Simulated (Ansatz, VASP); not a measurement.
## One calculation of Hf2MgO, two programs

```
Mg Hf O
1.0
     4.41472    0.00000    0.00000
     0.00000    4.41472    0.00000
     0.00000    0.00000    4.00123
Mg Hf O
1 2 1
Direct
  0.00000 0.00000 0.62615
  0.50000 0.00000 0.57081
  0.00000 0.50000 0.57081
  0.00000 0.00000 0.13491
```

Alike in both runs: task single point; functional PBE; k mesh 4 × 4 × 4; occupations gaussian, width 0.1 eV; no spin polarisation.

|  | VASP | Ansatz |
| --- | --- | --- |
| version | VASP 6.6.1 | Ansatz 0.2.0 |
| potentials or method | VASP PAW PBE potentials, release 64 (Mg, Hf_pv, O) | scalar-relativistic, plane waves, PAW |
| plane-wave cutoff (eV) | 520 | 420 |
| valence electrons in the cell | 28 | 68 |

```tsv
	VASP	Ansatz	Ansatz less VASP
gap on the k mesh at the Fermi level (eV)	none	none	-
pressure (GPa)	26.4	26.6	+0.22
largest component of the traceless stress (GPa)	37.36	37.36	-0.001
rms of the force components (eV/Å)	1.106	1.106	-0.0001
```

Atom by atom the forces differ by 0.000 eV/Å (rms over components). A gap of «none» marks a metal or a gap that the smearing closes. The two sets of potentials don't hold the same shells in valence.

Caveats: the k mesh is coarse (spacing up to 0.39 Å⁻¹), so the values aren't converged; so large a pressure means that the cell lies far from this level's equilibrium, or that cutoff or potentials fall short (VASP); forces of over 1 eV/Å show positions far from the minimum, so gaps and moduli don't describe the material at rest. The runs have no spin-orbit coupling, so splittings on Hf are missing.
